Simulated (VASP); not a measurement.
Here is the system:

```xyz
2
Lattice="3.0507 0.0000 0.0000 0.0000 3.0507 0.0000 0.0000 0.0000 3.0507" Properties=species:S:1:pos:R:3 pbc="T T T"
V      0.0000     0.0000     0.0000
As     1.5253     1.5253     1.5253
```

The numbers are results of r2SCAN meta-GGA, VASP's PBE PAW potentials (set 64) (plane waves; VASP), not measurements. Settings: 400 eV cut-off, 13×13×13 Γ-centred mesh, tetrahedra with Blöchl corrections, potentials V_sv As.

Q: Give the energies of bands 6 to 12 at the high-symmetry points, in eV from the Fermi level.

A: 
```csv
band,Γ,X,M,R
6,-2.29,-8.20,-5.51,-5.94
7,-2.29,-1.68,-5.51,-5.94
8,0.70,-1.68,-2.23,-5.94
9,0.70,-1.49,-0.01,1.86
10,0.70,1.17,-0.01,1.86
11,1.02,1.87,1.80,2.88
12,1.02,5.83,1.84,2.88
```

It has no gap at this level: it comes out as a metal or semimetal.

The structure was generated: VAs was put into the CsCl type type (Pm-3m), which need not be its known phase. It was relaxed first, which changed the volume by -36 %. The run is not spin-polarised, so no magnetic state was tried.
